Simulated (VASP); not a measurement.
Computed with PBE GGA, VASP's PBE PAW potentials (set 64) (plane waves; VASP).

Input for VASP

### KPOINTS
```
Automatic mesh
0
Gamma
8 8 8
0 0 0
```

**POSCAR**
```
TiO2
1
   -1.9094260000     1.9094260000     4.8536620000
    1.9094260000    -1.9094260000     4.8536620000
    1.9094260000     1.9094260000    -4.8536620000
Ti O
2 4
Direct
  0.0000000000   0.0000000000   0.0000000000
  0.7500000000   0.2500000000   0.5000000000
  0.9571500000   0.4571500000   0.5000000000
  0.2071500000   0.2071500000   0.0000000000
  0.7928500000   0.7928500000   0.0000000000
  0.5428500000   0.0428500000   0.5000000000
```

**INCAR**
```
SYSTEM = TiO2
PREC = Accurate
ENCUT = 400
EDIFF = 1E-6
NELM = 100
ALGO = Normal
LREAL = .FALSE.
LASPH = .TRUE.
ISMEAR = -1
SIGMA = 0.05
GGA = PE
LMAXMIX = 4
LWAVE = .FALSE.
LCHARG = .FALSE.
ISIF = 3
IBRION = 2
NSW = 50
EDIFFG = -0.01
```

POTCAR, in this order: Ti_sv O (PBE.64 set). Program: vasp_std.

What VASP printed:

**OUTCAR**
```
 ion  position               nearest neighbor table
   1  0.000  0.000  0.000-   6 1.95   3 1.95   6 1.95   3 1.95   4 2.01   5 2.01
   2  0.750  0.250  0.500-   5 1.95   4 1.95   5 1.95   4 1.95   3 2.01   6 2.01
   3  0.957  0.457  0.500-   1 1.95   1 1.95   2 2.01
   4  0.207  0.207  0.000-   2 1.95   2 1.95   1 2.01
   5  0.793  0.793  0.000-   2 1.95   2 1.95   1 2.01
   6  0.543  0.043  0.500-   1 1.95   1 1.95   2 2.01
  LATTYP: Found a body centered tetragonal cell.
 ALAT       =     3.8188520000
 C/A-ratio  =     2.5419482085
 Subroutine PRICEL returns:
 Original cell was already a primitive cell.
 Subroutine GETGRP returns: Found 16 space group operations
The static configuration has the point symmetry D_2d.
 The point group associated with its full space group is D_4h.
The dynamic configuration has the point symmetry D_2d.
 Subroutine INISYM returns: Found 16 space group operations
 Subroutine IBZKPT returns following result:
 Found     59 irreducible k-points:

 Following reciprocal coordinates:
            Coordinates               Weight
  0.000000  0.000000  0.000000      1.000000
  0.125000  0.000000  0.000000      8.000000
  0.250000  0.000000  0.000000      8.000000
  0.375000  0.000000  0.000000      8.000000
  0.500000  0.000000  0.000000      4.000000
  0.125000  0.125000  0.000000      8.000000
  0.250000  0.125000  0.000000     16.000000
  0.375000  0.125000  0.000000     16.000000
  0.500000  0.125000 -0.000000     16.000000
 -0.375000  0.125000 -0.000000     16.000000
 -0.250000  0.125000  0.000000     16.000000
 -0.125000  0.125000  0.000000      4.000000
  0.250000  0.250000  0.000000      8.000000
  0.375000  0.250000  0.000000     16.000000
  0.500000  0.250000  0.000000     16.000000
 -0.375000  0.250000 -0.000000     16.000000
 -0.250000  0.250000  0.000000      4.000000
  0.375000  0.375000  0.000000      8.000000
...
```

**OSZICAR**
```
...
DAV:  11    -0.538056124752E+02   -0.69305E-06   -0.26388E-06  3092   0.139E-02
   2 F= -.53805612E+02 E0= -.53805612E+02  d E =0.107006E+00
       N       E                     dE             d eps       ncg     rms          rms(c)
DAV:   1    -0.548589256102E+02   -0.10533E+01   -0.28848E+01  4240   0.625E+01    0.899E+00
DAV:   2    -0.541124830976E+02    0.74644E+00   -0.35607E+00  4088   0.189E+01    0.357E+00
DAV:   3    -0.539485497225E+02    0.16393E+00   -0.11624E+00  3432   0.685E+00    0.933E-01
DAV:   4    -0.539495098565E+02   -0.96013E-03   -0.24221E-01  4916   0.287E+00    0.705E-01
DAV:   5    -0.539560806851E+02   -0.65708E-02   -0.10025E-02  3988   0.923E-01    0.436E-01
DAV:   6    -0.539682303398E+02   -0.12150E-01   -0.23399E-02  5172   0.695E-01    0.235E-01
DAV:   7    -0.539691413831E+02   -0.91104E-03   -0.13251E-03  3916   0.205E-01    0.166E-01
DAV:   8    -0.539694642601E+02   -0.32288E-03   -0.64969E-04  4220   0.222E-01    0.396E-02
DAV:   9    -0.539695105188E+02   -0.46259E-04   -0.11065E-04  4124   0.692E-02    0.141E-02
DAV:  10    -0.539695097947E+02    0.72411E-06   -0.12184E-05  4644   0.234E-02    0.373E-03
DAV:  11    -0.539695095821E+02    0.21261E-06   -0.15925E-06  2376   0.782E-03
   3 F= -.53969510E+02 E0= -.53969510E+02  d E =-.568915E-01
       N       E                     dE             d eps       ncg     rms          rms(c)
DAV:   1    -0.539696511385E+02   -0.14134E-03   -0.40628E-03  4268   0.716E-01    0.105E-01
DAV:   2    -0.539695425913E+02    0.10855E-03   -0.47169E-04  4316   0.209E-01    0.424E-02
DAV:   3    -0.539695192360E+02    0.23355E-04   -0.14879E-04  3420   0.820E-02    0.863E-03
DAV:   4    -0.539695212662E+02   -0.20302E-05   -0.29202E-05  4124   0.266E-02    0.784E-03
DAV:   5    -0.539695224056E+02   -0.11394E-05   -0.12918E-06  2040   0.120E-02    0.435E-03
DAV:   6    -0.539695243297E+02   -0.19241E-05   -0.28765E-06  3312   0.765E-03    0.263E-03
DAV:   7    -0.539695248183E+02   -0.48859E-06   -0.44056E-07  1756   0.382E-03
   4 F= -.53969525E+02 E0= -.53969525E+02  d E =-.569067E-01
       N       E                     dE             d eps       ncg     rms          rms(c)
DAV:   1    -0.539713043015E+02   -0.17800E-02   -0.59998E-01  3304   0.552E+00    0.252E-01
DAV:   2    -0.539713428005E+02   -0.38499E-04   -0.12849E-02  3752   0.909E-01    0.152E-01
DAV:   3    -0.539708777464E+02    0.46505E-03   -0.12012E-03  4500   0.360E-01    0.568E-02
DAV:   4    -0.539708685594E+02    0.91871E-05   -0.31956E-04  4648   0.142E-01    0.232E-02
DAV:   5    -0.539708694487E+02   -0.88928E-06   -0.38910E-05  4876   0.417E-02    0.163E-02
DAV:   6    -0.539708715102E+02   -0.20616E-05   -0.11121E-05  4544   0.282E-02    0.509E-03
DAV:   7    -0.539708720096E+02   -0.49942E-06   -0.12563E-06  2312   0.969E-03
   5 F= -.53970872E+02 E0= -.53970872E+02  d E =-.134719E-02
       N       E                     dE             d eps       ncg     rms          rms(c)
DAV:   1    -0.539709059118E+02   -0.34402E-04   -0.15228E-02  3312   0.879E-01    0.401E-02
DAV:   2    -0.539709060111E+02   -0.99322E-07   -0.32366E-04  3768   0.144E-01    0.242E-02
DAV:   3    -0.539708940910E+02    0.11920E-04   -0.30744E-05  4468   0.573E-02    0.869E-03
DAV:   4    -0.539708942272E+02   -0.13618E-06   -0.74495E-06  3792   0.219E-02
   6 F= -.53970894E+02 E0= -.53970894E+02  d E =-.136941E-02
       N       E                     dE             d eps       ncg     rms          rms(c)
DAV:   1    -0.539721295593E+02   -0.12355E-02   -0.20994E-01  3304   0.392E+00    0.228E-01
DAV:   2    -0.539720060613E+02    0.12350E-03   -0.80182E-03  3732   0.712E-01    0.129E-01
DAV:   3    -0.539716672193E+02    0.33884E-03   -0.78305E-04  3984   0.269E-01    0.212E-02
DAV:   4    -0.539716711138E+02   -0.38944E-05   -0.10028E-04  4116   0.844E-02    0.138E-02
DAV:   5    -0.539716710597E+02    0.54013E-07   -0.76950E-06  4256   0.261E-02
   7 F= -.53971671E+02 E0= -.53971671E+02  d E =-.776833E-03
       N       E                     dE             d eps       ncg     rms          rms(c)
DAV:   1    -0.539735212349E+02   -0.18501E-02   -0.50579E-01  3304   0.609E+00    0.356E-01
DAV:   2    -0.539731979650E+02    0.32327E-03   -0.19388E-02  3740   0.111E+00    0.202E-01
DAV:   3    -0.539723652929E+02    0.83267E-03   -0.18830E-03  3980   0.422E-01    0.330E-02
DAV:   4    -0.539723747866E+02   -0.94937E-05   -0.21627E-04  4072   0.122E-01    0.188E-02
DAV:   5    -0.539723752975E+02   -0.51093E-06   -0.14437E-05  4544   0.361E-02    0.955E-03
DAV:   6    -0.539723761866E+02   -0.88911E-06   -0.29140E-06  2980   0.142E-02
   8 F= -.53972376E+02 E0= -.53972376E+02  d E =-.148196E-02
       N       E                     dE             d eps       ncg     rms          rms(c)
DAV:   1    -0.539765637020E+02   -0.41884E-02   -0.20282E+00  3304   0.122E+01    0.715E-01
DAV:   2    -0.539752646211E+02    0.12991E-02   -0.77995E-02  3708   0.221E+00    0.405E-01
DAV:   3    -0.539719107399E+02    0.33539E-02   -0.74704E-03  4000   0.852E-01    0.712E-02
DAV:   4    -0.539719415675E+02   -0.30828E-04   -0.78565E-04  4068   0.235E-01    0.302E-02
DAV:   5    -0.539719459042E+02   -0.43367E-05   -0.36339E-05  4116   0.514E-02    0.115E-02
DAV:   6    -0.539719472359E+02   -0.13317E-05   -0.62419E-06  3836   0.223E-02    0.470E-03
DAV:   7    -0.539719474153E+02   -0.17938E-06   -0.10227E-06  2136   0.115E-02
   9 F= -.53971947E+02 E0= -.53971947E+02  d E =-.105319E-02
       N       E                     dE             d eps       ncg     rms          rms(c)
DAV:   1    -0.539746736412E+02   -0.27264E-02   -0.92866E-01  3304   0.826E+00    0.484E-01
DAV:   2    -0.539740428935E+02    0.63075E-03   -0.35719E-02  3708   0.151E+00    0.275E-01
DAV:   3    -0.539725082189E+02    0.15347E-02   -0.37136E-03  3984   0.577E-01    0.506E-02
DAV:   4    -0.539725124925E+02   -0.42736E-05   -0.60246E-04  4212   0.212E-01    0.349E-02
DAV:   5    -0.539725065614E+02    0.59311E-05   -0.52050E-05  4352   0.680E-02    0.154E-02
DAV:   6    -0.539725064196E+02    0.14176E-06   -0.46733E-06  3172   0.228E-02
  10 F= -.53972506E+02 E0= -.53972506E+02  d E =-.161219E-02
       N       E                     dE             d eps       ncg     rms          rms(c)
DAV:   1    -0.539746320081E+02   -0.21254E-02   -0.89980E-02  4304   0.324E+00    0.435E-01
DAV:   2    -0.539727453856E+02    0.18866E-02   -0.82039E-03  4136   0.877E-01    0.179E-01
DAV:   3    -0.539723147635E+02    0.43062E-03   -0.30073E-03  3448   0.374E-01    0.419E-02
DAV:   4    -0.539723366280E+02   -0.21865E-04   -0.53684E-04  4620   0.118E-01    0.368E-02
DAV:   5    -0.539723539941E+02   -0.17366E-04   -0.26417E-05  4236   0.504E-02    0.219E-02
DAV:   6    -0.539723843473E+02   -0.30353E-04   -0.54754E-05  5284   0.331E-02    0.116E-02
DAV:   7    -0.539723867608E+02   -0.24135E-05   -0.32149E-06  3548   0.136E-02    0.553E-03
DAV:   8    -0.539723874874E+02   -0.72651E-06   -0.82624E-07  1736   0.898E-03
  11 F= -.53972387E+02 E0= -.53972387E+02  d E =0.118932E-03
       N       E                     dE             d eps       ncg     rms          rms(c)
DAV:   1    -0.539735762779E+02   -0.11895E-02   -0.41513E-02  4288   0.220E+00    0.295E-01
DAV:   2    -0.539727218528E+02    0.85443E-03   -0.38228E-03  4152   0.597E-01    0.122E-01
DAV:   3    -0.539725213832E+02    0.20047E-03   -0.13981E-03  3468   0.254E-01    0.286E-02
DAV:   4    -0.539725278371E+02   -0.64538E-05   -0.25064E-04  4648   0.806E-02    0.251E-02
DAV:   5    -0.539725336906E+02   -0.58535E-05   -0.12328E-05  4280   0.342E-02    0.151E-02
DAV:   6    -0.539725438412E+02   -0.10151E-04   -0.25493E-05  5228   0.229E-02    0.768E-03
DAV:   7    -0.539725442742E+02   -0.43300E-06   -0.12800E-06  2268   0.886E-03
  12 F= -.53972544E+02 E0= -.53972544E+02  d E =-.378547E-04
```

OUTCAR:
```
------------------------ aborting loop because EDIFF is reached ----------------------------------------
  FORCE on cell =-STRESS in cart. coord.  units (eV):
  Direction    XX          YY          ZZ          XY          YZ          ZX
  --------------------------------------------------------------------------------------
  Total        0.0028025      0.0028025      0.0180039      0.0000000      0.0000000      0.0000000
  in kB        0.0657101      0.0657101      0.4221320      0.0000000      0.0000000      0.0000000
  external PRESSURE =       0.1845174 kB  Pullay stress =       0.0000000 kB
  volume of cell :       68.33
      direct lattice vectors                 reciprocal lattice vectors
    -1.892142303  1.892142303  4.771573807     0.000000000  0.264250738  0.104787230
     1.892142303 -1.892142303  4.771573807     0.264250738  0.000000000  0.104787230
     1.892142303  1.892142303 -4.771573807     0.264250738  0.264250738  0.000000000
 POSITION                                       TOTAL-FORCE (eV/Angst)
 -----------------------------------------------------------------------------------
      0.00000      0.00000      0.00000         0.000000      0.000000      0.000000
     -0.00000      1.89214      2.38579         0.000000      0.000000      0.000000
      0.00000      1.89214      4.37614         0.000000     -0.000000      0.003017
      0.00000      0.00000      1.99035        -0.000000      0.000000      0.003017
      0.00000      0.00000      7.55279        -0.000000      0.000000     -0.003017
      0.00000      1.89214      0.39543         0.000000     -0.000000     -0.003017
 -----------------------------------------------------------------------------------
    total drift:                               -0.000000      0.000000      0.000000
  FREE ENERGIE OF THE ION-ELECTRON SYSTEM (eV)
  ---------------------------------------------------
  free  energy   TOTEN  =       -53.9725442742 eV

  energy  without entropy=      -53.9725442742  energy(sigma->0) =      -53.97254427

 reached required accuracy - stopping structural energy minimisation
```
(Selected blocks of OUTCAR.)

**CONTCAR**
```
TiO2
   1.00000000000000
    -1.8921423028065836    1.8921423028065836    4.7715738071410509
     1.8921423028065836   -1.8921423028065836    4.7715738071410509
     1.8921423028065836    1.8921423028065836   -4.7715738071410509
  Ti              O
     2     4
Direct
     0.0000000000000000    0.0000000000000000    0.0000000000000000
     0.7500000000000000    0.2500000000000000    0.5000000000000000
     0.9585636685315391    0.4585636685315391    0.5000000000000000
     0.2085636685315390    0.2085636685315390    0.0000000000000000
     0.7914363314684609    0.7914363314684609    0.0000000000000000
     0.5414363314684609    0.0414363314684610    0.5000000000000000
```

OUTCAR:
```
 val. band max:        3.3434880163   @ k =   0.5000   0.5000   0.0000

 cond. band min:       5.4727876132   @ k =   0.0000   0.0000   0.0000


 Fermi energy:         4.4735248207

 k-point     1 :       0.0000    0.0000    0.0000
  band No.  band energies     occupation
      1     -53.0324      2.00000
      2     -52.9739      2.00000
      3     -29.4983      2.00000
      4     -29.2641      2.00000
      5     -29.2641      2.00000
      6     -29.1943      2.00000
      7     -29.1943      2.00000
      8     -29.1128      2.00000
      9     -14.2619      2.00000
     10     -13.2699      2.00000
     11     -13.1328      2.00000
     12     -12.7940      2.00000
     13      -0.5442      2.00000
     14      -0.4185      2.00000
     15      -0.4185      2.00000
     16      -0.0690      2.00000
     17       1.3108      2.00000
     18       1.3108      2.00000
     19       1.3771      2.00000
     20       2.5933      2.00000
     21       2.5933      2.00000
     22       2.5944      2.00000
     23       2.9023      2.00000
     24       2.9023      2.00000
     25       5.4728      0.00000
     26       6.1990      0.00000
     27       7.3174      0.00000
     28       7.3174      0.00000

 k-point     2 :       0.1250    0.0000    0.0000
  band No.  band energies     occupation
      1     -53.0305      2.00000
      2     -52.9751      2.00000
      3     -29.4941      2.00000
      4     -29.2837      2.00000
      5     -29.2655      2.00000
      6     -29.2023      2.00000
      7     -29.1919      2.00000
      8     -29.1136      2.00000
      9     -14.1791      2.00000
     10     -13.2245      2.00000
     11     -13.1077      2.00000
     12     -12.7777      2.00000
     13      -0.6681      2.00000
     14      -0.5468      2.00000
     15      -0.4045      2.00000
     16      -0.0800      2.00000
     17       1.2364      2.00000
     18       1.2879      2.00000
     19       1.4814      2.00000
     20       2.2478      2.00000
...
```

At this cut-off the stress carries a Pulay error, which pulls relaxed volumes low. Energy and stress use the plane-wave basis of the starting cell.

The structure comes from a computed database's TiO2 entry; how it stands against other phases isn't given here. This run relaxes it. Symmetry was kept, so distortions that lower it aren't found. The run is one of a series of settings (EDIFFG = -0.01, IBRION = 2, ISIF = 3, NSW = 50 against the base run), some of them coarse on purpose.
